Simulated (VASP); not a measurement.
Output of a VASP run:

### OSZICAR
```
       N       E                     dE             d eps       ncg     rms          rms(c)
DAV:   1     0.143954991937E+02    0.14395E+02   -0.41495E+03   560   0.835E+02
DAV:   2    -0.142557846892E+02   -0.28651E+02   -0.28078E+02   760   0.149E+02
DAV:   3    -0.148186565598E+02   -0.56287E+00   -0.56287E+00   640   0.272E+01
DAV:   4    -0.148203829165E+02   -0.17264E-02   -0.17264E-02   880   0.143E+00
DAV:   5    -0.148203872180E+02   -0.43015E-05   -0.43015E-05   640   0.521E-02    0.997E+00
DAV:   6    -0.116190878662E+02    0.32013E+01   -0.19994E+01   600   0.292E+01    0.284E+00
DAV:   7    -0.116488261449E+02   -0.29738E-01   -0.15804E-01   568   0.464E+00    0.201E+00
DAV:   8    -0.116595723468E+02   -0.10746E-01   -0.49317E-02   576   0.313E+00    0.463E-01
DAV:   9    -0.116591032406E+02    0.46911E-03   -0.44271E-04   816   0.227E-01    0.202E-01
DAV:  10    -0.116595489053E+02   -0.44566E-03   -0.11136E-03   560   0.403E-01    0.414E-02
DAV:  11    -0.116595455532E+02    0.33521E-05   -0.22379E-05   648   0.438E-02    0.144E-02
DAV:  12    -0.116595518631E+02   -0.63099E-05   -0.17027E-05   576   0.498E-02    0.188E-03
DAV:  13    -0.116595519082E+02   -0.45020E-07   -0.24131E-07   328   0.646E-03
   1 F= -.11659552E+02 E0= -.11659552E+02  d E =-.116596E+02
       N       E                     dE             d eps       ncg     rms          rms(c)
DAV:   1    -0.117991526555E+02   -0.13960E+00   -0.33845E+00   568   0.167E+01    0.252E+00
DAV:   2    -0.116686208654E+02    0.13053E+00   -0.89410E-01   576   0.616E+00    0.429E-01
DAV:   3    -0.116675053618E+02    0.11155E-02   -0.88691E-03   600   0.104E+00    0.206E-01
DAV:   4    -0.116665444098E+02    0.96095E-03   -0.74343E-04   696   0.283E-01    0.653E-02
DAV:   5    -0.116664834869E+02    0.60923E-04   -0.14125E-04   624   0.949E-02    0.250E-02
DAV:   6    -0.116664813277E+02    0.21592E-05   -0.43722E-06   616   0.241E-02    0.328E-03
DAV:   7    -0.116664812269E+02    0.10082E-06   -0.49721E-07   344   0.535E-03
   2 F= -.11666481E+02 E0= -.11666481E+02  d E =-.692932E-02
       N       E                     dE             d eps       ncg     rms          rms(c)
DAV:   1    -0.117086282326E+02   -0.42147E-01   -0.71938E-01   568   0.791E+00    0.115E+00
DAV:   2    -0.116812905626E+02    0.27338E-01   -0.17853E-01   568   0.277E+00    0.212E-01
DAV:   3    -0.116811161713E+02    0.17439E-03   -0.19857E-03   608   0.502E-01    0.998E-02
DAV:   4    -0.116809353731E+02    0.18080E-03   -0.14062E-04   736   0.123E-01    0.339E-02
DAV:   5    -0.116809250495E+02    0.10324E-04   -0.26112E-05   616   0.448E-02    0.115E-02
DAV:   6    -0.116809258916E+02   -0.84207E-06   -0.62158E-07   456   0.964E-03
   3 F= -.11680926E+02 E0= -.11680926E+02  d E =-.213740E-01
```

OUTCAR:
```
------------------------ aborting loop because EDIFF is reached ----------------------------------------
  FORCE on cell =-STRESS in cart. coord.  units (eV):
  Direction    XX          YY          ZZ          XY          YZ          ZX
  --------------------------------------------------------------------------------------
  Total       -0.0017299     -0.0017299     -0.0017299     -0.0000000      0.0000000     -0.0000000
  in kB       -0.1266211     -0.1266211     -0.1266211     -0.0000000      0.0000000     -0.0000000
  external PRESSURE =      -0.1266211 kB  Pullay stress =       0.0000000 kB
  volume of cell :       21.89
      direct lattice vectors                 reciprocal lattice vectors
    -0.000000000  2.220250734  2.220250734    -0.225199790  0.225199790  0.225199790
     2.220250734  0.000000000  2.220250734     0.225199790 -0.225199790  0.225199790
     2.220250734  2.220250734 -0.000000000     0.225199790  0.225199790 -0.225199790
  FREE ENERGIE OF THE ION-ELECTRON SYSTEM (eV)
  ---------------------------------------------------
  free  energy   TOTEN  =       -11.6809258916 eV

  energy  without entropy=      -11.6809258916  energy(sigma->0) =      -11.68092589

 reached required accuracy - stopping structural energy minimisation
```
(Selected blocks of OUTCAR.)

File POSCAR:
```
AlN
1
    0.0000000000     2.1900000000     2.1900000000
    2.1900000000     0.0000000000     2.1900000000
    2.1900000000     2.1900000000     0.0000000000
Al N
1 1
Direct
  0.0000000000   0.0000000000   0.0000000000
  0.2500000000   0.2500000000   0.2500000000
```

### Question
Write an INCAR and KPOINTS that could have produced this output.

### Answer
One answer among several that fit: the input of the run itself, vdW-DF2, plane waves, VASP's PBE PAW potentials (set 64).

INCAR:
```
SYSTEM  =  AlN
PREC  =  Accurate; ENCUT  =  520; LREAL  =  .FALSE.
LASPH  =  .TRUE.
EDIFF  =  1E-6; NELM  =  100; ALGO  =  Normal
ISMEAR  =  0; SIGMA  =  0.05
GGA  =  ML; LUSE_VDW  =  .TRUE.; AGGAC  =  0.0
ZAB_VDW  =  -1.8867
IBRION  =  2; NSW  =  60; ISIF  =  3
EDIFFG  =  -0.01
LWAVE  =  .FALSE.; LCHARG  =  .FALSE.
```

### KPOINTS
```
Automatic mesh
0
Gamma
9 9 9
0 0 0
```

POTCAR, in this order: Al N (PBE.64 set). Program: vasp_std.

Energy and stress use the plane-wave basis of the starting cell.

The compound is AlN in the zinc blende structure, a metastable form; wurtzite is the usual one. This run relaxes it. Symmetry was kept, so distortions that lower it aren't found.
